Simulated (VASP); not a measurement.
These are PBE GGA, VASP's PBE PAW potentials (set 64) (plane waves; VASP 6.6.1) values and carry that method's errors.

A VASP calculation is set up with these files.

### POSCAR
```
Mo
1.0
 -1.5800013706   1.5800013706   1.5800013706
  1.5800013706  -1.5800013706   1.5800013706
  1.5800013706   1.5800013706  -1.5800013706
Mo
1
Cart
  0.0000000000   0.0000000000   0.0000000000
```

### KPOINTS
```
kpoints
0
G
15 15 15
```

### INCAR
```
ALGO  =  Normal
EDIFF  =  1E-8
EDIFFG  =  -0.001
ENCUT  =  400
GGA  =  PE
IBRION  =  1
ISIF  =  2
ISMEAR  =  1
LASPH  =  .True.
LCHARG  =  .False.
LMAXMIX  =  4
LREAL  =  .False.
LWAVE  =  .False.
NELM  =  100
NSW  =  30
PREC  =  Accurate
SIGMA  =  0.1
SYSTEM  =  Mo
```

POTCAR, in this order: Mo_sv (PBE.64 set). Program: vasp_std.

What VASP printed:

File OSZICAR:
```
       N       E                     dE             d eps       ncg     rms          rms(c)
DAV:   1     0.703909552311E+02    0.70391E+02   -0.72750E+03  2691   0.108E+03
DAV:   2    -0.106033418528E+02   -0.80994E+02   -0.78379E+02  2853   0.300E+02
DAV:   3    -0.115930312945E+02   -0.98969E+00   -0.98217E+00  3078   0.326E+01
DAV:   4    -0.115957317990E+02   -0.27005E-02   -0.27002E-02  2861   0.193E+00
DAV:   5    -0.115957437587E+02   -0.11960E-04   -0.11958E-04  3126   0.129E-01    0.144E+01
DAV:   6    -0.110152631282E+02    0.58048E+00   -0.10455E+00  2820   0.123E+01    0.385E+00
DAV:   7    -0.109350531059E+02    0.80210E-01   -0.20775E-01  3078   0.513E+00    0.963E-01
DAV:   8    -0.109306495722E+02    0.44035E-02   -0.43444E-03  2783   0.880E-01    0.232E-01
DAV:   9    -0.109307091944E+02   -0.59622E-04   -0.11555E-04  3177   0.145E-01    0.888E-02
DAV:  10    -0.109307180167E+02   -0.88223E-05   -0.10014E-05  2867   0.397E-02    0.209E-03
DAV:  11    -0.109307181307E+02   -0.11394E-06   -0.42715E-08  3088   0.265E-03    0.269E-03
DAV:  12    -0.109307180392E+02    0.91435E-07   -0.43947E-09  2007   0.769E-04    0.123E-04
DAV:  13    -0.109307180480E+02   -0.88037E-08   -0.19262E-10  1569   0.180E-04
   1 F= -.10930718E+02 E0= -.10930551E+02  d E =-.109307E+02
```

**OUTCAR**
```
------------------------ aborting loop because EDIFF is reached ----------------------------------------
  FORCE on cell =-STRESS in cart. coord.  units (eV):
  Direction    XX          YY          ZZ          XY          YZ          ZX
  --------------------------------------------------------------------------------------
  Total        0.0039876      0.0039876      0.0039876      0.0000000      0.0000000      0.0000000
  in kB        0.4049383      0.4049383      0.4049383      0.0000000      0.0000000      0.0000000
  external PRESSURE =       0.4049383 kB  Pullay stress =       0.0000000 kB
  volume of cell :       15.78
      direct lattice vectors                 reciprocal lattice vectors
    -1.580001371  1.580001371  1.580001371     0.000000000  0.316455422  0.316455422
     1.580001371 -1.580001371  1.580001371     0.316455422  0.000000000  0.316455422
     1.580001371  1.580001371 -1.580001371     0.316455422  0.316455422  0.000000000
 POSITION                                       TOTAL-FORCE (eV/Angst)
 -----------------------------------------------------------------------------------
      0.00000      0.00000      0.00000        -0.000000      0.000000     -0.000000
 -----------------------------------------------------------------------------------
    total drift:                                0.000000     -0.000000      0.000000
  FREE ENERGIE OF THE ION-ELECTRON SYSTEM (eV)
  ---------------------------------------------------
  free  energy   TOTEN  =       -10.9307180480 eV

  energy  without entropy=      -10.9302174324  energy(sigma->0) =      -10.93055118

 reached required accuracy - stopping structural energy minimisation
```
(Selected blocks of OUTCAR.)

The compound is Mo in the bcc structure. It was relaxed first. The start is the result of an earlier pass.
